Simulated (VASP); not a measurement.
Data:

```yaml
crystal:
  lattice:
    - [0.00000, 2.75140, 2.75140]
    - [2.75140, 0.00000, 2.75140]
    - [2.75140, 2.75140, 0.00000]
  atoms:
    - { symbol: K, position: [0.00000, 0.00000, 0.00000] }
    - { symbol: Br, position: [0.50000, 0.50000, 0.50000] }
```

Method: PBEsol GGA, VASP's PBE PAW potentials (set 64) (plane waves; VASP). Numerical set-up: 500 eV cut-off, 8×8×8 Γ-centred mesh, Gaussian smearing of 0.050 eV, potentials K_sv Br.

### Question
Estimate the energy per atom (σ→0), pressure, band gap (on the k-mesh) with the smallest direct gap where there is one.

### Answer

- band gap (on the k-mesh) = 4.18 eV
- smallest direct gap (on the k-mesh) = 4.58 eV
- energy per atom (σ→0) = -2423 meV/atom
- pressure = 29.95 GPa

The absolute energy has meaning only against runs of the same code, potentials and settings.

The compound is KBr in the rock salt structure. It was relaxed first under an external pressure of 30 GPa.
